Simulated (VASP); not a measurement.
OSZICAR of a VASP run on SnO2 (relaxed from the anatase structure, space group I4_1/amd):

### OSZICAR
```
       N       E                     dE             d eps       ncg     rms          rms(c)
DAV:   1     0.618569238157E+03    0.61857E+03   -0.27419E+04  4995   0.260E+03
DAV:   2    -0.470898007608E+00   -0.61904E+03   -0.59925E+03  5318   0.688E+02
DAV:   3    -0.981080778579E+02   -0.97637E+02   -0.96670E+02  5259   0.233E+02
DAV:   4    -0.103095320215E+03   -0.49872E+01   -0.49644E+01  5555   0.588E+01
DAV:   5    -0.103242076587E+03   -0.14676E+00   -0.14670E+00  5604   0.103E+01    0.159E+01
DAV:   6    -0.874946596159E+02    0.15747E+02   -0.17133E+01  7233   0.753E+01    0.672E+00
DAV:   7    -0.827298016113E+02    0.47649E+01   -0.27991E+00  6778   0.175E+01    0.324E+00
DAV:   8    -0.891225701324E+02   -0.63928E+01   -0.21018E+00  5639   0.131E+01    0.244E+00
DAV:   9    -0.848530351804E+02    0.42695E+01   -0.49197E-01  4805   0.648E+00    0.780E-01
DAV:  10    -0.841726370865E+02    0.68040E+00   -0.46485E-01  4783   0.521E+00    0.433E-01
DAV:  11    -0.840800964946E+02    0.92541E-01   -0.53207E-02  5914   0.220E+00    0.359E-01
DAV:  12    -0.840857637921E+02   -0.56673E-02   -0.22785E-03  7181   0.508E-01    0.281E-01
DAV:  13    -0.840149930691E+02    0.70771E-01   -0.29917E-02  6559   0.180E+00    0.130E-01
DAV:  14    -0.840972138347E+02   -0.82221E-01   -0.22585E-02  4832   0.143E+00    0.139E-01
DAV:  15    -0.841078243845E+02   -0.10611E-01   -0.47740E-03  6181   0.668E-01    0.144E-01
DAV:  16    -0.841077338069E+02    0.90578E-04   -0.32614E-04  5996   0.151E-01    0.116E-01
DAV:  17    -0.841074812982E+02    0.25251E-03   -0.58218E-04  6429   0.221E-01    0.294E-02
DAV:  18    -0.841081328895E+02   -0.65159E-03   -0.23935E-04  6018   0.162E-01    0.146E-02
DAV:  19    -0.841081399827E+02   -0.70932E-05   -0.23259E-05  7229   0.679E-02    0.248E-02
DAV:  20    -0.841081188815E+02    0.21101E-04   -0.17840E-05  5413   0.316E-02    0.155E-02
DAV:  21    -0.841081342438E+02   -0.15362E-04   -0.11559E-05  6474   0.377E-02    0.711E-03
DAV:  22    -0.841081353722E+02   -0.11284E-05   -0.29033E-06  5351   0.144E-02    0.425E-03
DAV:  23    -0.841081384755E+02   -0.31033E-05   -0.73135E-07  5407   0.766E-03    0.277E-03
DAV:  24    -0.841081394450E+02   -0.96947E-06   -0.59088E-07  4648   0.770E-03    0.552E-04
DAV:  25    -0.841081394847E+02   -0.39678E-07   -0.95044E-08  3732   0.453E-03
   1 F= -.84108139E+02 E0= -.84108139E+02  d E =0.000000E+00
       N       E                     dE             ncg
```

Question: Which electronic solver shows in the log?

Answer: It is blocked Davidson (ALGO = Normal, or the opening steps of other solvers). The INCAR had ALGO = Normal.

Question: Can the final energy be trusted as converged?

Answer: The run converged. It stopped with EDIFF = 1E-7, NELM = 100 (r2SCAN meta-GGA, plane waves, VASP's PBE PAW potentials (set 64)).

The structure was generated: SnO2 was put into the anatase type (I4_1/amd), which need not be its known phase. It was relaxed first.
